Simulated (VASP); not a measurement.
Method: optB86b-vdW, VASP's PBE PAW potentials (set 64) (plane waves; VASP).

Input for VASP

**KPOINTS**
```
Automatic mesh
0
Gamma
 12 12 10
0 0 0
```

INCAR:
```
SYSTEM = TiB2
PREC = Accurate
ENCUT = 520
EDIFF = 1E-7
NELM = 100
ALGO = Normal
LREAL = .FALSE.
LASPH = .TRUE.
ISMEAR = 1
SIGMA = 0.1
GGA = MK
PARAM1 = 0.1234
PARAM2 = 1.0
LUSE_VDW = .TRUE.
AGGAC = 0.0
LMAXMIX = 4
LWAVE = .FALSE.
LCHARG = .FALSE.
ISIF = 4
IBRION = 2
NSW = 30
EDIFFG = -0.01
```

**POSCAR**
```
TiB2
1
    1.4828441247    -2.5683613896     0.0000000000
    1.4828441247     2.5683613896     0.0000000000
    0.0000000000     0.0000000000     3.1500374077
Ti B
1 2
Direct
  1.0000000000   1.0000000000   1.0000000000
  0.3333330000   0.6666670000   0.5000000000
  0.6666670000   0.3333330000   0.5000000000
```

POTCAR, in this order: Ti_sv B (PBE.64 set). Program: vasp_std.

Task: What does the run give for the energy per atom (σ→0), band gap (on the k-mesh)?

Result: 
energy per atom (σ→0): -656.9 kJ/mol of atoms
band gap (on the k-mesh): none (metal, semimetal or under 0.01 eV)

**OSZICAR**
```
...
DAV:   1    -0.204285780629E+02   -0.47845E-02   -0.19340E-01  3214   0.720E+00    0.440E-01
DAV:   2    -0.204263985979E+02    0.21795E-02   -0.10549E-02  3101   0.111E+00    0.256E-01
DAV:   3    -0.204254130116E+02    0.98559E-03   -0.11154E-03  3452   0.460E-01    0.773E-02
DAV:   4    -0.204253106074E+02    0.10240E-03   -0.21437E-04  3425   0.183E-01    0.113E-02
DAV:   5    -0.204253070275E+02    0.35799E-05   -0.18838E-05  3179   0.544E-02    0.504E-03
DAV:   6    -0.204253067085E+02    0.31898E-06   -0.89944E-07  3354   0.124E-02    0.211E-03
DAV:   7    -0.204253067135E+02   -0.50115E-08   -0.45559E-08  2007   0.279E-03
   2 F= -.20425307E+02 E0= -.20425082E+02  d E =-.151322E-02
```

The compound is TiB2 in the AlB2 type structure. This cell is one point of a volume scan, at 0.94 of the reference volume. Symmetry was kept, so distortions that lower it aren't found.
